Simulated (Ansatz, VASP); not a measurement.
# Cross-check of BiN between VASP and Ansatz

One calculation is typed for both programs; each brings its own data sets. How far apart do they land? The cell is generated by rule, not measured, and may not be a known phase. The two relaxations start from unlike cells of this crystal (the structure described is Ansatz's start), so only their ends are compared.

Main program and level: Ansatz 0.2.0; plane waves, with VASP 6.6.1 beside it; relaxation of cell and atoms at PBE.

The structure was built from a prototype and need not be the compound's stable phase.

## 1. The structure

Symmetry: Fm-3m, No. 225, cubic system. The conventional cell has a = 4.051 Å, b = 4.051 Å, c = 4.051 Å, α = 90.00°, β = 90.00°, γ = 90.00°. Nearest to Bi lie 6 N at 2.03 Å. N has 6 Bi at 2.03 Å nearest. Farther neighbours and most contacts between anions are not listed.

## 2. VASP: relaxation of cell and atoms, PBE

The relaxed volume is the usual yardstick between codes: in a stiff, nearly cubic crystal its relative difference is about their pressure difference at one cell divided by the bulk modulus.

Lines of VASP's logs that name or quote its potential files are left out, and so is its time.

The input, INCAR:

```
SYSTEM = BiN
PREC = Accurate
ENCUT = 600
EDIFF = 1E-07
NELM = 120
ISMEAR = 0
SIGMA = 0.1
LREAL = .FALSE.
ALGO = Normal
GGA = PE
NBANDS = 16
LORBIT = 11
LWAVE = .FALSE.
LCHARG = .FALSE.
ISIF = 3
IBRION = 2
NSW = 80
EDIFFG = -0.005
LASPH = .TRUE.
GGA_COMPAT = .FALSE.
NELMIN = 4
EFERMI = MIDGAP
```

The input, POSCAR:

```
BiN
1.0
    0.0000000000      2.5511025982      2.5511025982
    2.5511025982      0.0000000000      2.5511025982
    2.5511025982      2.5511025982      0.0000000000
Bi N
1 1
Direct
    0.0000000000      0.0000000000      0.0000000000
    0.5000000000      0.5000000000      0.5000000000
```

The input, KPOINTS:

```
Automatic mesh
0
Gamma
8 8 8
0 0 0
```

PAW data sets: Bi_d and N (PBE family, release 64).

Started as:

```bash
$ mpirun -np 1 vasp_std
```

Numbers of over 12 decimals in the logs are rounded to 6 here.

The log of the run:

```text
[banner, memory and clock lines left out]
running    1 mpi-ranks, on    1 nodes
 distrk:  each k-point on    1 cores,    1 groups
 distr:  one band on    1 cores,    1 groups

 POSCAR found type information on POSCAR BiN
 POSCAR found :  2 types and       2 ions
 LDA part: xc-table for (Slater+PW92), standard interpolation
 POSCAR, INCAR and KPOINTS ok, starting setup
 FFT: planning ... GRIDC
 FFT: planning ... GRID_SOFT
 FFT: planning ... GRID
 WAVECAR not read
 entering main loop
       N       E                     dE             d eps       ncg     rms          rms(c)
DAV:   1     0.170283410209E+03    0.17028E+03   -0.11862E+04   936   0.174E+03
DAV:   2    -0.446571380472E+00   -0.17073E+03   -0.16575E+03  1064   0.427E+02
DAV:   3    -0.125306553462E+02   -0.12084E+02   -0.12026E+02  1128   0.108E+02
DAV:   4    -0.127798614607E+02   -0.24921E+00   -0.24908E+00  1208   0.168E+01
DAV:   5    -0.127881008373E+02   -0.82394E-02   -0.82393E-02  1320   0.276E+00    0.830E+00
DAV:   6    -0.110118380614E+02    0.17763E+01   -0.19140E+01  1408   0.251E+01    0.452E+00
DAV:   7    -0.106988338002E+02    0.31300E+00   -0.19793E+00  1120   0.800E+00    0.162E+00
DAV:   8    -0.107315812924E+02   -0.32747E-01   -0.40681E-01   992   0.498E+00    0.223E+00
DAV:   9    -0.106915018121E+02    0.40079E-01   -0.12196E-01  1016   0.246E+00    0.272E-01
DAV:  10    -0.106917626070E+02   -0.26079E-03   -0.25205E-03  1240   0.360E-01    0.874E-02
DAV:  11    -0.106918232814E+02   -0.60674E-04   -0.83869E-05  1344   0.663E-02    0.405E-02
DAV:  12    -0.106918157709E+02    0.75106E-05   -0.17504E-05  1144   0.454E-02    0.977E-03
DAV:  13    -0.106918150966E+02    0.67423E-06   -0.71346E-07  1464   0.115E-02    0.487E-03
DAV:  14    -0.106918146773E+02    0.41935E-06   -0.10441E-07   864   0.339E-03    0.182E-03
DAV:  15    -0.106918145509E+02    0.12635E-06   -0.72710E-08   648   0.181E-03    0.379E-04
DAV:  16    -0.106918145363E+02    0.14614E-07   -0.10584E-08   568   0.972E-04
   1 F= -.10691815E+02 E0= -.10691809E+02  d E =-.106918E+02
 curvature:   0.00 expect dE= 0.000E+00 dE for cont linesearch  0.000E+00
 trial: gam= 0.00000 g(F)=  0.586E-62 g(S)=  0.376E-01 ort = 0.000E+00 (trialstep = 0.100E+01)
 search vector abs. value=  0.376E-01
 bond charge predicted
       N       E                     dE             d eps       ncg     rms          rms(c)
DAV:   1    -0.111859491482E+02   -0.49413E+00   -0.13383E+01  1160   0.638E+01    0.407E+00
DAV:   2    -0.107765690958E+02    0.40938E+00   -0.10304E+00  1168   0.139E+01    0.148E+00
DAV:   3    -0.107010543716E+02    0.75515E-01   -0.27672E-01  1368   0.753E+00    0.607E-01
DAV:   4    -0.106922379085E+02    0.88165E-02   -0.54585E-02  1216   0.258E+00    0.131E-01
DAV:   5    -0.106929791538E+02   -0.74125E-03   -0.48889E-03   984   0.587E-01    0.547E-02
DAV:   6    -0.106929018504E+02    0.77303E-04   -0.34160E-04  1464   0.264E-01    0.303E-02
DAV:   7    -0.106928747933E+02    0.27057E-04   -0.83503E-05  1032   0.929E-02    0.804E-03
DAV:   8    -0.106928760806E+02   -0.12873E-05   -0.32408E-06  1128   0.167E-02    0.469E-03
DAV:   9    -0.106928758877E+02    0.19285E-06   -0.84729E-07  1144   0.958E-03    0.122E-03
DAV:  10    -0.106928759885E+02   -0.10078E-06   -0.59665E-08   608   0.340E-03    0.370E-04
DAV:  11    -0.106928760030E+02   -0.14517E-07   -0.73250E-09   544   0.826E-04
   2 F= -.10692876E+02 E0= -.10692874E+02  d E =-.106147E-02
 trial-energy change:   -0.001061  1 .order   -0.001867   -0.037622    0.033887
 step:   0.5092(harm=  0.5261)  dis= 0.00000  next Energy=   -10.701287 (dE=-0.947E-02)
 bond charge predicted
       N       E                     dE             d eps       ncg     rms          rms(c)
DAV:   1    -0.108224510942E+02   -0.12958E+00   -0.30241E+00  1168   0.279E+01    0.202E+00
DAV:   2    -0.107204063935E+02    0.10204E+00   -0.23405E-01  1168   0.698E+00    0.726E-01
DAV:   3    -0.107025416269E+02    0.17865E-01   -0.61639E-02  1328   0.389E+00    0.270E-01
DAV:   4    -0.107009724427E+02    0.15692E-02   -0.10842E-02  1248   0.116E+00    0.640E-02
DAV:   5    -0.107012153825E+02   -0.24294E-03   -0.99293E-04   976   0.237E-01    0.230E-02
DAV:   6    -0.107012130196E+02    0.23629E-05   -0.59607E-05  1416   0.111E-01    0.139E-02
DAV:   7    -0.107012102266E+02    0.27929E-05   -0.82519E-06  1184   0.250E-02    0.151E-03
DAV:   8    -0.107012100876E+02    0.13907E-06   -0.35105E-07  1096   0.777E-03    0.954E-04
DAV:   9    -0.107012100258E+02    0.61789E-07   -0.45702E-08   584   0.190E-03
   3 F= -.10701210E+02 E0= -.10701207E+02  d E =-.939549E-02
 curvature:  -0.26 expect dE=-0.104E-06 dE for cont linesearch -0.104E-06
 trial: gam= 0.00000 g(F)=  0.177E-60 g(S)=  0.398E-06 ort =-0.122E-03 (trialstep = 0.902E+00)
 search vector abs. value=  0.398E-06
 reached required accuracy - stopping structural energy minimisation
```

OUTCAR, selected parts (step 2):

```text
ion  position               nearest neighbor table
   1  0.000  0.000  0.000-   2 2.55   2 2.55   2 2.55   2 2.55   2 2.55   2 2.55
   2  0.500  0.500  0.500-   1 2.55   1 2.55   1 2.55   1 2.55   1 2.55   1 2.55

  LATTYP: Found a face centered cubic cell.
 ALAT       =     5.1022051964

 Subroutine GETGRP returns: Found 48 space group operations
 (whereof 48 operations were pure point group operations)

The static configuration has the point symmetry O_h .

 Found     29 irreducible k-points:

   k-points           NKPTS =     29   k-points in BZ     NKDIM =     29   number of bands    NBANDS=     16

   dimension x,y,z NGX =    30 NGY =   30 NGZ =   30
   dimension x,y,z NGXF=    60 NGYF=   60 NGZF=   60

   ENCUT  =  600.0 eV  44.10 Ry    6.64 a.u.   7.21  7.21  7.21*2*pi/ulx,y,z

   NELECT =      20.0000    total number of electrons

 k-points in reciprocal lattice and weights: Automatic mesh
   0.00000000  0.00000000  0.00000000       0.002
   0.12500000  0.00000000  0.00000000       0.016
   0.25000000  0.00000000  0.00000000       0.016
   0.37500000  0.00000000  0.00000000       0.016
   0.50000000  0.00000000  0.00000000       0.008
   0.12500000  0.12500000  0.00000000       0.012
   0.25000000  0.12500000  0.00000000       0.047
   0.37500000  0.12500000  0.00000000       0.047
   0.50000000  0.12500000  0.00000000       0.047
[...]
-0.37500000  0.50000000  0.12500000       0.023
  -0.25000000  0.50000000  0.25000000       0.012

 average (electrostatic) potential at core
       1-102.4980       2 -59.8429

 E-fermi :   8.7170

 k-point     1 :       0.0000    0.0000    0.0000
  band No.  band energies     occupation
    ...
      6      -7.6008      2.00000
      7       1.3554      2.00000
      8       6.5605      2.00000
      9       6.5605      2.00000
     10       6.5605      2.00000
     11      14.8834      0.00000
     12      14.8834      0.00000
     13      14.8834      0.00000
     14      17.7265      0.00000
     15      18.1723      0.00000
    ...

 k-point     2 :       0.1250    0.0000    0.0000
  band No.  band energies     occupation
    ...
      6      -7.3773      2.00000
      7       0.8401      2.00000
      8       6.6205      2.00000
      9       6.6205      2.00000
     10       6.8568      2.00000
     11      13.2362      0.00000
     12      14.1360      0.00000
     13      14.1360      0.00000
     14      16.7805      0.00000
     15      18.6678      0.00000
    ...

 k-point     3 :       0.2500    0.0000    0.0000
  band No.  band energies     occupation
    ...
      6      -6.7277      2.00000
      7      -0.3973      2.00000
      8       6.7924      2.00000
      9       6.7924      2.00000
     10       7.4019      2.00000
     11      11.0692      0.00000
     12      12.7751      0.00000
     13      12.7751      0.00000
     14      16.6802      0.00000
     15      19.7827      0.00000
    ...

  Total       -0.0023444     -0.0023444     -0.0023444      0.0000000      0.0000000      0.0000000
  in kB       -0.1101653     -0.1101653     -0.1101653      0.0000000      0.0000000      0.0000000
  external PRESSURE =      -0.1101653 kB  Pullay stress =       0.0000000 kB

  energy-cutoff  :      600.00
  volume of cell :       34.10
      direct lattice vectors                 reciprocal lattice vectors
    -0.000000000  2.573696309  2.573696309    -0.194273115  0.194273115  0.194273115
     2.573696309  0.000000000  2.573696309     0.194273115 -0.194273115  0.194273115
     2.573696309  2.573696309  0.000000000     0.194273115  0.194273115 -0.194273115

 POSITION                                       TOTAL-FORCE (eV/Angst)
 -----------------------------------------------------------------------------------
      0.00000      0.00000      0.00000        -0.000000     -0.000000      0.000000
      2.57370      2.57370      2.57370         0.000000      0.000000     -0.000000
 -----------------------------------------------------------------------------------
    total drift:                                0.000000      0.000000      0.000000

  FREE ENERGIE OF THE ION-ELECTRON SYSTEM (eV)
  ---------------------------------------------------
  free  energy   TOTEN  =       -10.7012100258 eV

  energy  without entropy=      -10.7012035674  energy(sigma->0) =      -10.70120680

 reached required accuracy - stopping structural energy minimisation

 total charge
# of ion       s       p       d       tot
------------------------------------------
    1        1.634   0.987   9.993  12.614
    2        1.302   2.218   0.000   3.521
--------------------------------------------------
tot          2.937   3.205   9.993  16.135

[... 3 further parts left out ...]
```

## 3. Ansatz: relaxation of cell and atoms, PBE

Ansatz runs on its default PAW (the set named soft_2) files.

Its own start cell and the same functional, mesh and smearing now go to Ansatz, which takes its cutoff from its data sets.

The input, input.yaml:

```yaml
crystal:
  lattice:
    - [0.0, 2.02566, 2.02566]
    - [2.02566, 0.0, 2.02566]
    - [2.02566, 2.02566, 0.0]
  atoms:
    - { symbol: Bi, position: [0.0, 0.0, 0.0] }
    - { symbol: "N", position: [0.5, 0.5, 0.5] }
kpoints:
  mp_grid: { grid: [8, 8, 8] }
hamiltonian:
  xc: pbe
scf:
  occupations: { method: gaussian, width: 0.1 }
output:
  forces: true
  stress: true
  eigenvalues: true
relax:
  adjacent_minimum: "off"
  f_tol: 0.05
  max_steps: 80
  cell: { stress_tol: 0.5 }
```

Started as:

```bash
$ ansatz run input.yaml --threads 4 --pin off --max-ram 8192MiB --backend cpu --events-out ev --progress --plain --runs-dir out
```

The log of the run:

```text
The last accepted step is kept in <dir> (removed where the run ends without a failure and the disk answers)
Engine: ansatz 0.2.0, aarch64-unknown-linux-gnu
Pseudopotentials: kind: paw
Pseudopotential: Bi, paw, valence charge 15, recommended cutoff 420 eV (normal), Bi.paw.azcp
Pseudopotential: N, paw, valence charge 5, recommended cutoff 420 eV (normal), N.paw.azcp
Functional definition: PBE
  parameter kappa = 0.804
  parameter beta = 0.066725
  exchange = pbe_x(kappa = kappa, mu = beta*pi^2/3)
  correlation = pbe_c(beta = beta)
Crystal: 2 atoms, lattice volume = 16.624 Å³
Basis set: ecut = 420 eV, 331 PW (Γ), exchange–correlation on 40×40×40 points (8 copies of the dense FFT grid, shifted against one another)
Bands: 14, of which v1, the nominal top of the filled ones, is band 10 counted from 1 (9 counted from 0)
Symmetry: 48 space group operations
Space group: Fm-3m (ITA 225), of the structure as read, at distance tolerance 2.6e-5 Å
k-points: 29 of 512
Non-local potential: Bi, projectors of the file, l = 0: 2, l = 1: 2, l = 2: 2, l = 3: 2
Non-local potential: N, projectors of the file, l = 0: 2, l = 1: 2, l = 2: 1
PAW form: soft (Blöchl's): semilocal exchange-correlation on the pseudo side does not see the compensation charge
PAW one-centre angular grid: Bi, 590 points (default); XC on 64 Gauss nodes
PAW one-centre angular grid: N, 110 points (default); XC on 64 Gauss nodes
Initial density: superposition of atomic densities (neutral atoms: chi_scale 0, normalization atom), corrected by the library's trained network
Initial wavefunctions: pseudopotential atomic-orbital guess
Functional: x = pbe(κ = 0.804, μ = 0.219515), c = pbe(β = 0.066725)
SCF iter   1: F=—  HF=-12766.940226 eV  |F-HF|=—  |Δ(HF+E_count)|=         —  Δρ=1.93e-2  dr2=3.17e-2  ethr=1.77e-3  ⟨swp⟩=5.8  Hψ=2356  notcnv=0
preconditioner: auto → none  [metal: Δε(μ)=0.016 eV  Ē_g=24.659 eV  σ=0.100 eV  W_gap=0.09  n_scr=8 (ndim 8)  ℏωp=40.7 eV  f_vac=0.000  D(μ)=1.06/eV (n_scr^D=14)  sad-step TF]
SCF iter   2: F=—  HF=-12766.937719 eV  |F-HF|=—  |Δ(HF+E_count)|=   2.51e-3  Δρ=1.19e-2  dr2=1.36e-2  ethr=1.58e-4  ⟨swp⟩=1.4  Hψ=652  notcnv=0
SCF iter   3: F=—  HF=-12766.935292 eV  |F-HF|=—  |Δ(HF+E_count)|=   2.43e-3  Δρ=9.05e-4  dr2=8.47e-5  ethr=6.82e-5  ⟨swp⟩=2.1  Hψ=530  notcnv=0
SCF iter   4: F=—  HF=-12766.935314 eV  |F-HF|=—  |Δ(HF+E_count)|=   2.15e-5  Δρ=2.91e-4  dr2=7.32e-6  ethr=4.23e-7  ⟨swp⟩=2.2  Hψ=710  notcnv=0
iter 5 did not close the SCF: its close was put off for the readings that it lacked (scf_convergence_deferred on its scf_iter line)
SCF iter   5: F=-12766.935314 eV  HF=-12766.935314 eV  |F-HF|=9.67e-9  |Δ(HF+E_count)|=   2.78e-7  Δρ=2.67e-5  dr2=5.07e-8  ethr=3.66e-8  ⟨swp⟩=2.0  Hψ=676  notcnv=0
SCF iter   6: F=-12766.935314 eV  HF=-12766.935314 eV  |F-HF|=5.68e-10  |Δ(HF+E_count)|=   5.16e-9  Δρ=4.19e-6  dr2=9.21e-10  ethr=2.53e-10  ⟨swp⟩=5.2  Hψ=2314  notcnv=0
SCF 1 converged in 6 iterations: F = -12766.935314 eV  dr2 = 9.21e-10
  greatest PAW one-centre occupation: 0.996 electrons in one spin orbital (limit 2), on the Bi atom at site 0 (counted from 0), in its partial waves of l = 2
relax step   1: F+E_penalty+E_count = -12766.93531390 eV  Δ(F+E_penalty+E_count) = +0.000e0 eV  max|allowed force component| = 7.494e-30 eV/Å  Δτ_max = 0.0000 Å  P = +410.255 GPa  Ω = 16.624 Å³  (6 SCF iters, dr2 threshold 1.00e-7 eV, accepted)
[...]
relax step   9: F+E_penalty+E_count = -12778.92307288 eV  Δ(F+E_penalty+E_count) = -1.762e-1 eV  max|allowed force component| = 1.762e-29 eV/Å  Δτ_max = 0.0000 Å  P = +8.641 GPa  Ω = 32.088 Å³  energy of the carried Pulay correction = -5.014e-3 eV  (6 SCF iters, dr2 threshold 2.00e-7 eV, accepted)
[...]
relax step  10: F+E_penalty+E_count = -12778.96668133 eV  Δ(F+E_penalty+E_count) = -4.361e-2 eV  max|allowed force component| = 3.458e-29 eV/Å  Δτ_max = 0.0000 Å  P = +1.401 GPa  Ω = 33.719 Å³  energy of the carried Pulay correction = -1.095e-2 eV  (6 SCF iters, dr2 threshold 2.00e-7 eV, accepted)
[...]
relax step  11: F+E_penalty+E_count = -12778.96680130 eV  Δ(F+E_penalty+E_count) = -1.200e-4 eV  max|allowed force component| = 5.029e-30 eV/Å  Δτ_max = 0.0000 Å  P = +0.095 GPa  Ω = 34.054 Å³  energy of the carried Pulay correction = -1.240e-2 eV  (6 SCF iters, dr2 threshold 2.00e-7 eV, accepted)
[...]
relax step  12: F+E_penalty+E_count = -12778.97961822 eV  Δ(F+E_penalty+E_count) = -1.282e-2 eV  max|allowed force component| = 3.648e-30 eV/Å  Δτ_max = 0.0000 Å  P = +0.173 GPa  Ω = 34.054 Å³  stress off target by 1.73e-1 GPa  SCF on the basis re-selected at this cell (its energy is not comparable with the rows above)  (6 SCF iters)
basis re-selected at this cell: Δ(F+E_penalty+E_count) = -1.282e-2 eV, ΔP = +0.078 GPa vs the last step (what re-selecting the basis moved, of the pressure what is left beyond the Pulay correction that the steps carried, after the strain that the cell walked since its last selection, with what the two solves' SCF thresholds leave and, on support functions, any second-order correction that the steps lacked; it is no measure of the basis error at this ecutwfc). The dense FFT grid was sized anew with the basis: this SCF ran on 25×25×25 points, the steps before it on 24×24×24, so part of this shift can come from that change (see relax.cell in the input reference). [rest of the remark cut]
SCF converged after 6 iterations
Free energy (F): -12778.979618 eV
Harris-Foulkes:  -12778.979618 eV  (|F-HF|=7.28e-12)
Internal energy: -12778.979611 eV  (E = F + TS)
E sigma→0 (E₀):  -12778.979614 eV
Entropy (-TS):   -0.000008 eV (-0.004 meV/atom)
Fermi energy:    12.883619 eV
--- Per-component energies (eV) ---
  E_band       = -38.206909
  E_kinetic    = 427.184040
  E_local      = -1413.880875  (includes V_loc(G=0)·N_el)
  E_nonlocal   = 609.076150
  E_hartree    = 432.117693
  E_xc         = -211.874891
  E_vxc        = -221.038410  (∫ρ·V_xc dr)
  E_paw        = -10788.973594  (= ΣΔE_a)
  E_vpaw       = -303.782783  (= ΣTr[D̂ρ^β])
  E_aug_tail   = -0.000343  (compensation charges beyond the density's cutoff)
  E_ewald      = -1832.627791
  E_smearing   = -0.000008  (= −TS)
  E_closure    = -0.000000  (closes the sum)
  Σ components = -12778.979618   (vs F -12778.979618, Δ=0.00e0)
--- Forces (eV/Å), atoms counted from 1 ---
  atom   1  Bi    -0.00000000    -0.00000000    -0.00000000
  atom   2  N      0.00000000    -0.00000000     0.00000000
  max |Σ_I F_I| component: 5.72e-30 eV/Å
--- Stress (GPa, compression-positive) ---
        0.173325      -0.000000      -0.000000
       -0.000000       0.173325      -0.000000
       -0.000000      -0.000000       0.173325
  P = ⅓ Tr σ = 0.1733 GPa (1.733 kbar)
--- Band table (eV; the first three rows and the last of 29) ---
  k-point 0: bands = [... 6 lower, 5.5333, 10.7154, 10.7154, 10.7154, 19.0579, 19.0579, 19.0579, 21.8745]
  k-point 1: bands = [... 6 lower, 5.0153, 10.7756, 10.7756, 11.0145, 17.4084, 18.3088, 18.3088, 20.9390]
  k-point 2: bands = [... 6 lower, 3.7736, 10.9478, 10.9478, 11.5639, 15.2403, 16.9456, 16.9456, 20.8419]
  k-point 28: bands = [... 6 lower, 2.7447, 7.3632, 7.3632, 12.2215, 15.1046, 17.2802, 17.2802, 23.1970]
--- Relaxed structure (10 steps of the walk, 10 accepted, 2 SCFs on fresh bases) ---
  F+E_penalty+E_count = -12778.97961822 eV   max|allowed force component| = 3.648e-30 eV/Å   (the final SCF, on the basis selected at the relaxed cell)
  cell:  # Å, volume = 34.0544 Å³
    - [0, 2.572653, 2.572653]
    - [2.572653, 0, 2.572653]
    - [2.572653, 2.572653, 0]
  atoms:
    - { symbol: Bi, position: [0, 0, 0] }
    - { symbol: N, position: [0.5, 0.5, 0.5] }
```

## 4. Comparison

Known differences besides the potentials themselves: the cutoff is 420 eV in Ansatz and 600 eV in VASP; Ansatz adds a Pulay correction to the stress that steers its cell, VASP none. Total energies have different zeros and are not compared.

Compared:

```tsv
quantity	Ansatz	VASP	difference
volume (Å³)	34.05	34.10	-0.12 %
edge a after relaxation, in the typed setting (Å)	3.638	3.640	-0.04 %
```

## 5. Outcome

```yaml
difference_in_volume_relaxation_of_cell_and_atoms_pbe: -0.12 %
```

In words: The difference in volume is -0.12 % (relaxation of cell and atoms, PBE), within the 1.2 % picked in this series as the mark of a large difference, as far as the stopping tolerances let one tell. 1 further run of this series is not shown here. Such differences can come from data sets, numerical settings and the points named under the comparisons, not from the functional's error against experiment.

[Lines on the potential files, build, host, timing and source positions are cut from VASP's logs without a mark.]

[Logs are printed without paths, hosts, clocks, repeated set-up lines and the standing remarks that a program may print on its own settings, such as how far it seeks lower states.]

[Hosts, paths, dates, database ids (printed as entryN), source tags and the programs' standing remarks are cut or masked in the printed files.]
